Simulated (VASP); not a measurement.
# ScF3: NMR shieldings, part 2 of 3

What are the shielding tensors of ScF3? The cell has space group R-3c, a computed entry that need not be the common form of this compound. The start is a computed cell from the Materials Project.

VASP 6.6.1, plane waves and PAW; the level of theory is named at each step.

So far. Step 2 (Ground state): The cell has a gap of 6.10 eV on this mesh and a pressure of -4.4 GPa, which holds the misfit of the given cell and coordinates with this functional, and any error of cutoff, mesh and data sets. Forces of up to 0.052 eV/Å remain in these settings, with PBE data sets under LDA.

### Step 3. Shielding tensors

This step: chemical shifts by linear response (GIPAW), LDA; plane waves and PAW (Sc_sv, F) (VASP 6.6.1).

LCHIMAG computes the induced currents by linear response. It needs tightly converged orbitals and a cutoff well above the default; LEFG adds the field gradients at no cost.

File INCAR:

```
SYSTEM = ScF3
PREC = Accurate
ENCUT = 560
EDIFF = 1E-09
NELM = 100
ISMEAR = 0
SIGMA = 0.01
LREAL = .FALSE.
ALGO = Normal
GGA = CA
NBANDS = 40
LASPH = .TRUE.
LWAVE = .FALSE.
LCHARG = .FALSE.
KPAR = 4
LCHIMAG = .TRUE.
LEFG = .TRUE.
DQ = 0.001
ICHIBARE = 1
LNMR_SYM_RED = .TRUE.
```

File POSCAR:

```
ScF3
1.0
    2.8514083214      1.6462613620      4.6533578980
   -2.8514083214      1.6462613620      4.6533578980
    0.0000000000     -3.2925227239      4.6533578980
Sc F
2 6
Direct
    0.5000000000      0.5000000000      0.5000000000
    0.0000000000      0.0000000000      0.0000000000
    0.7265845300      0.2500000000      0.7734154700
    0.2500000000      0.7734154700      0.7265845300
    0.7734154700      0.7265845300      0.2500000000
    0.2734154700      0.7500000000      0.2265845300
    0.7500000000      0.2265845300      0.2734154700
    0.2265845300      0.2734154700      0.7500000000
```

File KPOINTS:

```
Automatic mesh
0
Gamma
4 4 4
0 0 0
```

The projector-augmented-wave data sets are Sc_sv and F (LDA family, release 64).

The run is started by

```bash
$ mpirun -np 4 vasp_std
```

The log of the run:

```text
[banner, memory and clock lines left out]
running    4 mpi-ranks, on    1 nodes
 distrk:  each k-point on    1 cores,    4 groups
 distr:  one band on    1 cores,    1 groups

 POSCAR found type information on POSCAR ScF
 POSCAR found :  2 types and       8 ions
 LDA part: xc-table for (Slater(with rela. corr.)+CA(PZ))
 , standard interpolation
 POSCAR, INCAR and KPOINTS ok, starting setup
 FFT: planning ... GRIDC
 FFT: planning ... GRID_SOFT
 FFT: planning ... GRID
 WAVECAR not read
 entering main loop
       N       E                     dE             d eps       ncg     rms          rms(c)
DAV:   1     0.118962116702E+04    0.11896E+04   -0.30896E+04  1040   0.177E+03
DAV:   2     0.185704713664E+03   -0.10039E+04   -0.97538E+03  1160   0.575E+02
DAV:   3    -0.527397369634E+02   -0.23844E+03   -0.22822E+03  1656   0.264E+02
DAV:   4    -0.680024943496E+02   -0.15263E+02   -0.15202E+02  1664   0.786E+01
DAV:   5    -0.682016724179E+02   -0.19918E+00   -0.19901E+00  1608   0.119E+01    0.224E+01
DAV:   6    -0.592268860043E+02    0.89748E+01   -0.34341E+01  1696   0.580E+01    0.938E+00
DAV:   7    -0.592489636554E+02   -0.22078E-01   -0.40288E+00  1384   0.109E+01    0.573E+00
DAV:   8    -0.592194084947E+02    0.29555E-01   -0.19128E+00  1368   0.827E+00    0.243E+00
DAV:   9    -0.591115362789E+02    0.10787E+00   -0.51519E-01  1640   0.572E+00    0.354E-01
DAV:  10    -0.591177779495E+02   -0.62417E-02   -0.37301E-02  1576   0.235E+00    0.585E-01
DAV:  11    -0.591123866494E+02    0.53913E-02   -0.32709E-02  1592   0.174E+00    0.114E-01
DAV:  12    -0.591123554596E+02    0.31190E-04   -0.15761E-03  1600   0.428E-01    0.270E-02
DAV:  13    -0.591124065115E+02   -0.51052E-04   -0.16521E-04  1576   0.857E-02    0.192E-02
DAV:  14    -0.591123998164E+02    0.66952E-05   -0.26292E-05  1568   0.359E-02    0.525E-03
DAV:  15    -0.591124000300E+02   -0.21367E-06   -0.18890E-06  1680   0.125E-02    0.940E-04
DAV:  16    -0.591124000490E+02   -0.19001E-07   -0.23237E-07  1544   0.315E-03    0.631E-04
DAV:  17    -0.591124000476E+02    0.14234E-08   -0.14839E-08  1584   0.106E-03    0.105E-04
DAV:  18    -0.591124000478E+02   -0.23738E-09   -0.92980E-10   832   0.281E-04
ion   1
     0.0000000     0.0000000     0.0000000    -0.0244311     0.0000000    -0.0000000
     0.0000413     0.0000000     0.0000000    -0.0244311     0.0000000    -0.0000000
     0.0000569     0.0000000     0.0000000    -0.0244311     0.0000000    -0.0000000
     0.0000784     0.0000000     0.0000000    -0.0244311     0.0000000    -0.0000000
     0.0001079     0.0000000     0.0000000    -0.0244311     0.0000000    -0.0000000

     0.0000000     0.0000000     0.0000000    -0.6582019     0.0000000    -0.0000001
     0.0000413     0.0000000     0.0000000    -0.6581976     0.0000000    -0.0000001
     0.0000569     0.0000000     0.0000000    -0.6581951     0.0000000    -0.0000001
     0.0000784     0.0000000     0.0000000    -0.6581910     0.0000000    -0.0000001
     0.0001079     0.0000000     0.0000000    -0.6581843     0.0000000    -0.0000001

ion   2
     0.0000000    -0.0000000     0.0000000    -0.0244311    -0.0000000    -0.0000000
     0.0000413    -0.0000000     0.0000000    -0.0244311    -0.0000000    -0.0000000
     0.0000569    -0.0000000     0.0000000    -0.0244311    -0.0000000    -0.0000000
     0.0000784    -0.0000000     0.0000000    -0.0244311    -0.0000000    -0.0000000
     0.0001079    -0.0000000     0.0000000    -0.0244311    -0.0000000    -0.0000000

     0.0000000    -0.0000000     0.0000000    -0.6582019    -0.0000000    -0.0000001
     0.0000413    -0.0000000     0.0000000    -0.6581976    -0.0000000    -0.0000001
     0.0000569    -0.0000000     0.0000000    -0.6581951    -0.0000000    -0.0000001
     0.0000784    -0.0000000     0.0000000    -0.6581910    -0.0000000    -0.0000001
     0.0001079    -0.0000000     0.0000000    -0.6581843    -0.0000000    -0.0000001

ion   3
     0.0000000     4.4237302     3.5994037     0.0532139    -6.2343501    -2.5540418
     0.0000310     4.4237301     3.5994036     0.0532139    -6.2343500    -2.5540418
     0.0000427     4.4237301     3.5994036     0.0532139    -6.2343499    -2.5540418
     0.0000588     4.4237300     3.5994035     0.0532139    -6.2343498    -2.5540417
     0.0000810     4.4237298     3.5994034     0.0532139    -6.2343496    -2.5540416

     0.0000000    21.1136492    17.2055208     0.2332752   -29.8008361   -12.1899711
     0.0000310    21.1136406    17.2055138     0.2332751   -29.8008241   -12.1899661
     0.0000427    21.1136350    17.2055093     0.2332750   -29.8008162   -12.1899629
     0.0000588    21.1136255    17.2055015     0.2332749   -29.8008027   -12.1899574
     0.0000810    21.1136095    17.2054885     0.2332747   -29.8007802   -12.1899482

ion   4
     0.0000000    -4.4237302     3.5994037     0.0532139     6.2343501    -2.5540418
     0.0000310    -4.4237301     3.5994036     0.0532139     6.2343500    -2.5540418
     0.0000427    -4.4237301     3.5994036     0.0532139     6.2343499    -2.5540418
     0.0000588    -4.4237300     3.5994035     0.0532139     6.2343498    -2.5540417
     0.0000810    -4.4237298     3.5994034     0.0532139     6.2343496    -2.5540416

     0.0000000   -21.1136492    17.2055208     0.2332752    29.8008361   -12.1899711
     0.0000310   -21.1136406    17.2055138     0.2332751    29.8008241   -12.1899661
     0.0000427   -21.1136350    17.2055093     0.2332750    29.8008162   -12.1899629
     0.0000588   -21.1136255    17.2055015     0.2332749    29.8008027   -12.1899574
     0.0000810   -21.1136095    17.2054885     0.2332747    29.8007802   -12.1899482

ion   5
     0.0000000     0.0000000    -7.1988074     0.0532139    -0.0000000     5.1080836
     0.0000310     0.0000000    -7.1988073     0.0532139    -0.0000000     5.1080835
     0.0000427     0.0000000    -7.1988072     0.0532139    -0.0000000     5.1080835
     0.0000588     0.0000000    -7.1988071     0.0532139    -0.0000000     5.1080834
     0.0000810     0.0000000    -7.1988068     0.0532139    -0.0000000     5.1080832

     0.0000000     0.0000000   -34.4110415     0.2332752    -0.0000000    24.3799420
     0.0000310     0.0000000   -34.4110276     0.2332751    -0.0000000    24.3799322
     0.0000427     0.0000000   -34.4110185     0.2332750    -0.0000000    24.3799257
     0.0000588     0.0000000   -34.4110029     0.2332749    -0.0000000    24.3799147
     0.0000810     0.0000000   -34.4109769     0.2332748    -0.0000000    24.3798962

ion   6
     0.0000000     4.4237302     3.5994037     0.0532139    -6.2343501    -2.5540418
     0.0000310     4.4237301     3.5994036     0.0532139    -6.2343500    -2.5540418
[...]
RMM:  10    -0.236443860397E+03   -0.14994E-07   -0.52823E-08  2177   0.379E-04
RMM:  11    -0.236443860398E+03   -0.11103E-08   -0.48585E-09  1624   0.125E-04
RMM:  12    -0.236443860398E+03   -0.79098E-10   -0.20456E-10  1291   0.661E-05
BDIR= 3  IDIR= 1  IQ=  0
DAV:   1    -0.201330270049E+04   -0.20133E+04   -0.26567E-10  1528   0.231E-04
DAV:   2    -0.201330270049E+04    0.12733E-10   -0.10781E-10  1512   0.134E-04
       N       E                     dE             d eps       ncg     rms
RMM:   1    -0.200429596472E+03   -0.20043E+03   -0.32290E+04  2341   0.267E+03
RMM:   2    -0.234635595273E+03   -0.34206E+02   -0.84910E+01  3619   0.423E+01
RMM:   3    -0.236294845277E+03   -0.16593E+01   -0.82737E+00  3860   0.864E+00
RMM:   4    -0.236442531319E+03   -0.14769E+00   -0.26323E-01  3873   0.165E+00
RMM:   5    -0.236450032315E+03   -0.75010E-02   -0.27207E-02  3867   0.417E-01
RMM:   6    -0.236450515088E+03   -0.48277E-03   -0.16367E-03  3878   0.978E-02
RMM:   7    -0.236450548270E+03   -0.33181E-04   -0.14617E-04  3764   0.242E-02
RMM:   8    -0.236450550794E+03   -0.25246E-05   -0.11320E-05  3336   0.589E-03
RMM:   9    -0.236450551008E+03   -0.21387E-06   -0.70792E-07  2727   0.148E-03
RMM:  10    -0.236450551023E+03   -0.15127E-07   -0.53674E-08  2123   0.384E-04
RMM:  11    -0.236450551024E+03   -0.11143E-08   -0.48434E-09  1560   0.126E-04
RMM:  12    -0.236450551024E+03   -0.80178E-10   -0.20965E-10  1201   0.662E-05
BDIR= 3  IDIR= 1  IQ=  1
DAV:   1    -0.201330277720E+04   -0.20133E+04   -0.61714E-02  2480   0.289E+00
DAV:   2    -0.201330337375E+04   -0.59655E-03   -0.59655E-03  2632   0.571E-01
DAV:   3    -0.201330338506E+04   -0.11311E-04   -0.11311E-04  2872   0.833E-02
DAV:   4    -0.201330338538E+04   -0.32027E-06   -0.32031E-06  2784   0.129E-02
DAV:   5    -0.201330338540E+04   -0.12578E-07   -0.12526E-07  2888   0.241E-03
DAV:   6    -0.201330338540E+04   -0.63574E-09   -0.62803E-09  1928   0.470E-04
       N       E                     dE             d eps       ncg     rms
RMM:   1    -0.200446633467E+03   -0.20045E+03   -0.32290E+04  2343   0.267E+03
RMM:   2    -0.234640854747E+03   -0.34194E+02   -0.85001E+01  3662   0.424E+01
RMM:   3    -0.236300751687E+03   -0.16599E+01   -0.82782E+00  3900   0.865E+00
RMM:   4    -0.236448650128E+03   -0.14790E+00   -0.26456E-01  3891   0.166E+00
RMM:   5    -0.236456010103E+03   -0.73600E-02   -0.26713E-02  3926   0.416E-01
RMM:   6    -0.236456494393E+03   -0.48429E-03   -0.16437E-03  3931   0.980E-02
RMM:   7    -0.236456527487E+03   -0.33095E-04   -0.14481E-04  3814   0.241E-02
RMM:   8    -0.236456530019E+03   -0.25318E-05   -0.11313E-05  3412   0.589E-03
RMM:   9    -0.236456530233E+03   -0.21406E-06   -0.71429E-07  2831   0.148E-03
RMM:  10    -0.236456530248E+03   -0.15099E-07   -0.52890E-08  2187   0.383E-04
RMM:  11    -0.236456530250E+03   -0.11165E-08   -0.48821E-09  1625   0.125E-04
RMM:  12    -0.236456530250E+03   -0.84071E-10   -0.23634E-10  1293   0.658E-05
BDIR= 3  IDIR= 2  IQ= -1
DAV:   1    -0.201330114278E+04   -0.20133E+04   -0.61451E-02  2448   0.289E+00
DAV:   2    -0.201330175335E+04   -0.61057E-03   -0.61057E-03  2648   0.586E-01
DAV:   3    -0.201330176638E+04   -0.13029E-04   -0.13029E-04  2912   0.906E-02
DAV:   4    -0.201330176667E+04   -0.29254E-06   -0.29257E-06  2808   0.129E-02
DAV:   5    -0.201330176668E+04   -0.12721E-07   -0.12641E-07  2952   0.236E-03
DAV:   6    -0.201330176669E+04   -0.58390E-09   -0.58947E-09  1976   0.481E-04
       N       E                     dE             d eps       ncg     rms
RMM:   1    -0.200181823033E+03   -0.20018E+03   -0.32288E+04  2340   0.267E+03
RMM:   2    -0.234595310990E+03   -0.34413E+02   -0.86031E+01  3617   0.424E+01
RMM:   3    -0.236293141958E+03   -0.16978E+01   -0.86816E+00  3869   0.887E+00
RMM:   4    -0.236445344325E+03   -0.15220E+00   -0.26125E-01  3866   0.165E+00
RMM:   5    -0.236452681391E+03   -0.73371E-02   -0.26069E-02  3963   0.411E-01
RMM:   6    -0.236453166541E+03   -0.48515E-03   -0.15091E-03  3943   0.923E-02
RMM:   7    -0.236453197464E+03   -0.30924E-04   -0.13686E-04  3823   0.226E-02
RMM:   8    -0.236453199808E+03   -0.23438E-05   -0.97734E-06  3393   0.542E-03
RMM:   9    -0.236453199993E+03   -0.18432E-06   -0.69806E-07  2873   0.141E-03
RMM:  10    -0.236453200007E+03   -0.14329E-07   -0.43601E-08  2129   0.338E-04
RMM:  11    -0.236453200008E+03   -0.10096E-08   -0.46169E-09  1622   0.119E-04
RMM:  12    -0.236453200008E+03   -0.75147E-10   -0.31114E-10  1288   0.671E-05
BDIR= 3  IDIR= 2  IQ=  0
DAV:   1    -0.201330270049E+04   -0.20133E+04   -0.26690E-10  1528   0.231E-04
DAV:   2    -0.201330270049E+04    0.10323E-09   -0.10276E-10  1512   0.134E-04
       N       E                     dE             d eps       ncg     rms
RMM:   1    -0.200174159173E+03   -0.20017E+03   -0.32288E+04  2339   0.267E+03
RMM:   2    -0.234593666324E+03   -0.34420E+02   -0.85932E+01  3572   0.423E+01
RMM:   3    -0.236290664233E+03   -0.16970E+01   -0.86765E+00  3828   0.886E+00
RMM:   4    -0.236442706440E+03   -0.15204E+00   -0.26086E-01  3842   0.165E+00
RMM:   5    -0.236450033426E+03   -0.73270E-02   -0.26029E-02  3914   0.411E-01
RMM:   6    -0.236450517513E+03   -0.48409E-03   -0.15110E-03  3901   0.923E-02
RMM:   7    -0.236450548466E+03   -0.30953E-04   -0.13641E-04  3769   0.226E-02
RMM:   8    -0.236450550779E+03   -0.23137E-05   -0.97120E-06  3309   0.539E-03
RMM:   9    -0.236450550963E+03   -0.18374E-06   -0.70003E-07  2778   0.139E-03
RMM:  10    -0.236450550976E+03   -0.13401E-07   -0.41773E-08  2066   0.331E-04
RMM:  11    -0.236450550977E+03   -0.93544E-09   -0.41281E-09  1532   0.115E-04
BDIR= 3  IDIR= 2  IQ=  1
DAV:   1    -0.201330301033E+04   -0.20133E+04   -0.61449E-02  2456   0.289E+00
DAV:   2    -0.201330362092E+04   -0.61059E-03   -0.61059E-03  2640   0.586E-01
DAV:   3    -0.201330363376E+04   -0.12840E-04   -0.12840E-04  2904   0.903E-02
DAV:   4    -0.201330363406E+04   -0.30493E-06   -0.30495E-06  2824   0.131E-02
DAV:   5    -0.201330363407E+04   -0.12959E-07   -0.13107E-07  2912   0.242E-03
DAV:   6    -0.201330363408E+04   -0.69008E-09   -0.62648E-09  1968   0.492E-04
       N       E                     dE             d eps       ncg     rms
RMM:   1    -0.200177702847E+03   -0.20018E+03   -0.32288E+04  2340   0.267E+03
RMM:   2    -0.234590732573E+03   -0.34413E+02   -0.86011E+01  3616   0.424E+01
RMM:   3    -0.236287906741E+03   -0.16972E+01   -0.86692E+00  3871   0.885E+00
RMM:   4    -0.236439405408E+03   -0.15150E+00   -0.25788E-01  3861   0.164E+00
RMM:   5    -0.236446704997E+03   -0.72996E-02   -0.26010E-02  3966   0.410E-01
RMM:   6    -0.236447185211E+03   -0.48021E-03   -0.14964E-03  3946   0.922E-02
RMM:   7    -0.236447216103E+03   -0.30892E-04   -0.13616E-04  3815   0.225E-02
RMM:   8    -0.236447218394E+03   -0.22908E-05   -0.94764E-06  3401   0.535E-03
RMM:   9    -0.236447218574E+03   -0.18051E-06   -0.70088E-07  2874   0.139E-03
RMM:  10    -0.236447218587E+03   -0.13194E-07   -0.42109E-08  2118   0.333E-04
RMM:  11    -0.236447218588E+03   -0.95224E-09   -0.41169E-09  1621   0.115E-04
       N       E                     dE             d eps       ncg     rms
RLQ:   1    -0.609890934684E+01   -0.60989E+01   -0.68344E+02  1984   0.402E+02
RLQ:   2    -0.909229277021E+01   -0.29934E+01   -0.43691E+00  3669   0.729E+00
RLQ:   3    -0.922256900034E+01   -0.13028E+00   -0.58212E-01  3924   0.219E+00
RLQ:   4    -0.923072637505E+01   -0.81574E-02   -0.13577E-02  3788   0.334E-01
RLQ:   5    -0.923112738509E+01   -0.40101E-03   -0.18192E-03  3973   0.102E-01
RLQ:   6    -0.923117697697E+01   -0.49592E-04   -0.14073E-04  3552   0.240E-02
RLQ:   7    -0.923118145367E+01   -0.44767E-05   -0.22706E-05  3323   0.797E-03
RLQ:   8    -0.923118211991E+01   -0.66624E-06   -0.25070E-06  2593   0.227E-03
RLQ:   9    -0.923118220298E+01   -0.83074E-07   -0.43955E-07  2112   0.809E-04
RLQ:  10    -0.923118221663E+01   -0.13642E-07   -0.54514E-08  1597   0.295E-04
RLQ:  11    -0.923118221848E+01   -0.18497E-08   -0.96570E-09  1429   0.138E-04
RLQ:  12    -0.923118221879E+01   -0.31547E-09   -0.13328E-09  1301   0.840E-05
```

It took 9 min on 4 MPI ranks of Intel Xeon 6975P-C (Granite Rapids), shared host; peak memory 3.1 GiB.

[end of part 2 of 3]

[Lines on the potential files, build, host, timing and source positions are cut from VASP's logs without a mark.]

[Logs are printed without paths, hosts, clocks, repeated set-up lines and the standing remarks that a program may print on its own settings, such as how far it seeks lower states.]

[Hosts, paths, dates, database ids (printed as entryN), source tags and the programs' standing remarks are cut or masked in the printed files.]
